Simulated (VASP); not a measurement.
```xyz
1
Lattice="-1.4991 1.4991 1.4991 1.4991 -1.4991 1.4991 1.4991 1.4991 -1.4991" Properties=species:S:1:pos:R:3 pbc="T T T"
V      0.0000     0.0000     0.0000
```

These are PBE GGA, VASP's PBE PAW potentials (set 64) (plane waves; VASP) values and carry that method's errors. Numerical set-up: 500 eV cut-off, 17×17×17 Γ-centred mesh, first-order Methfessel-Paxton smearing of 0.10 eV, potentials V_sv.

Q: What does the run give for the energy per atom (σ→0), band gap (on the k-mesh) with the smallest direct gap where there is one?

A: 
```json
{
  "band gap (on the k-mesh)": "none (metal, semimetal or under 0.01 eV)",
  "energy per atom (σ→0)": "-8.989 eV/atom"
}
```

Only differences to runs with the same potentials and settings are physical.

The compound is V in the bcc structure. It was relaxed first. The run is not spin-polarised, so no magnetic state was tried.
